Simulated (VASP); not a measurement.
These are PBE GGA, VASP's PBE PAW potentials (set 64) (plane waves; VASP) values and carry that method's errors.

A VASP calculation is set up with these files.

**INCAR**
```
# general
SYSTEM   =  GaN
PREC     =  Accurate
ENCUT    =  800
LREAL    =  F
LASPH    =  T

# electronic loop
EDIFF    =  1E-6
NELM     =  100   # most electronic steps
ALGO     =  Normal   # blocked Davidson
LMAXMIX  =  4   # l cut-off of mixed one-centre charges

# smearing
ISMEAR   =  0   # Gaussian
SIGMA    =  0.05

# functional
GGA      =  PE   # PBE

# ions
ISIF     =  2

# output
LWAVE    =  F
LCHARG   =  F
```

**KPOINTS**
```
Automatic mesh
0
Gamma
9 9 5
0 0 0
```

**POSCAR**
```
GaN
5.190
  0.3073217726  -0.5322969171   0.0000000000
  0.3073217726   0.5322969171   0.0000000000
  0.0000000000   0.0000000000   1.0000000000
Ga N
2 2
Direct
  0.6666670000   0.3333330000   0.5000000000
  0.3333330000   0.6666670000   0.0000000000
  0.6666670000   0.3333330000   0.8770000000
  0.3333330000   0.6666670000   0.3770000000
```

POTCAR, in this order: Ga_h N (PBE.64 set). Program: vasp_std.

The resulting files:

### OSZICAR
```
       N       E                     dE             d eps       ncg     rms          rms(c)
DAV:   1     0.399373097750E+03    0.39937E+03   -0.25908E+04  1584   0.334E+03
DAV:   2     0.214429805253E+02   -0.37793E+03   -0.36788E+03  1626   0.640E+02
DAV:   3    -0.263957000056E+02   -0.47839E+02   -0.47302E+02  1948   0.245E+02
DAV:   4    -0.282900662454E+02   -0.18944E+01   -0.18873E+01  1970   0.534E+01
DAV:   5    -0.283589776353E+02   -0.68911E-01   -0.68884E-01  2196   0.886E+00    0.109E+01
DAV:   6    -0.242564370280E+02    0.41025E+01   -0.15784E+01  2724   0.645E+01    0.319E+00
DAV:   7    -0.243518538024E+02   -0.95417E-01   -0.15136E+00  1728   0.138E+01    0.265E+00
DAV:   8    -0.243449337286E+02    0.69201E-02   -0.22066E-01  2430   0.897E+00    0.673E-01
DAV:   9    -0.243304491508E+02    0.14485E-01   -0.84228E-02  2574   0.624E+00    0.191E-01
DAV:  10    -0.243312171250E+02   -0.76797E-03   -0.43208E-03  2262   0.113E+00    0.912E-02
DAV:  11    -0.243312226876E+02   -0.55625E-05   -0.73162E-04  2492   0.578E-01    0.261E-02
DAV:  12    -0.243312215773E+02    0.11103E-05   -0.23723E-04  2586   0.147E-01    0.168E-02
DAV:  13    -0.243312174910E+02    0.40863E-05   -0.35106E-05  2294   0.111E-01    0.986E-03
DAV:  14    -0.243312173725E+02    0.11847E-06   -0.35280E-06  1880   0.300E-02
   1 F= -.24331217E+02 E0= -.24331217E+02  d E =-.149492E-16
```

### OUTCAR
```
------------------------ aborting loop because EDIFF is reached ----------------------------------------
  FORCE on cell =-STRESS in cart. coord.  units (eV):
  Direction    XX          YY          ZZ          XY          YZ          ZX
  --------------------------------------------------------------------------------------
  Total        1.5277519      1.5277519      1.6201188      0.0000000      0.0000000      0.0000000
  in kB       53.5160533     53.5160519     56.7515963      0.0000000      0.0000000      0.0000000
  external PRESSURE =      54.5945672 kB  Pullay stress =       0.0000000 kB
  volume of cell :       45.74
      direct lattice vectors                 reciprocal lattice vectors
     1.595000000 -2.762621000  0.000000000     0.313479624 -0.180987548  0.000000000
     1.595000000  2.762621000  0.000000000     0.313479624  0.180987548  0.000000000
     0.000000000  0.000000000  5.190000000     0.000000000  0.000000000  0.192678227
  FREE ENERGIE OF THE ION-ELECTRON SYSTEM (eV)
  ---------------------------------------------------
  free  energy   TOTEN  =       -24.3312173725 eV

  energy  without entropy=      -24.3312173725  energy(sigma->0) =      -24.33121737
```
(Selected blocks of OUTCAR.)

**OUTCAR**
```
 val. band max:        6.5356940162   @ k =   0.0000   0.0000   0.0000

 cond. band min:       8.4416172159   @ k =   0.0000   0.0000   0.0000


 Fermi energy:         6.8089198762

 k-point     1 :       0.0000    0.0000    0.0000
  band No.  band energies     occupation
      1      -9.4372      2.00000
      2      -8.5275      2.00000
      3      -6.9192      2.00000
      4      -6.9049      2.00000
      5      -6.9049      2.00000
      6      -6.8442      2.00000
      7      -6.8442      2.00000
      8      -6.6545      2.00000
      9      -6.6545      2.00000
     10      -6.5564      2.00000
     11      -6.5564      2.00000
     12      -5.3116      2.00000
     13      -0.5036      2.00000
     14       5.5002      2.00000
     15       5.5002      2.00000
     16       6.5048      2.00000
     17       6.5357      2.00000
     18       6.5357      2.00000
     19       8.4416      0.00000
     20      10.7701      0.00000
     21      15.7288      0.00000
     22      16.4140      0.00000

 k-point     2 :       0.1111    0.0000    0.0000
  band No.  band energies     occupation
      1      -9.3183      2.00000
      2      -8.4974      2.00000
      3      -6.9069      2.00000
      4      -6.8878      2.00000
      5      -6.8654      2.00000
      6      -6.8295      2.00000
      7      -6.8204      2.00000
      8      -6.6646      2.00000
      9      -6.6554      2.00000
     10      -6.5760      2.00000
     11      -6.5537      2.00000
     12      -5.2272      2.00000
     13      -0.3289      2.00000
     14       4.6374      2.00000
     15       5.2508      2.00000
     16       5.5587      2.00000
     17       6.3821      2.00000
     18       6.4253      2.00000
     19       9.3297      0.00000
     20      11.4847      0.00000
     21      15.3128      0.00000
     22      15.7359      0.00000

 k-point     3 :       0.2222    0.0000    0.0000
  band No.  band energies     occupation
      1      -9.0224      2.00000
...
```

The compound is GaN in the wurtzite structure. The cell was not relaxed at this level. The run is one of a series of settings (ENCUT = 800, POTCAR Ga_h N (PBE.64 set) against the base run), some of them coarse on purpose.
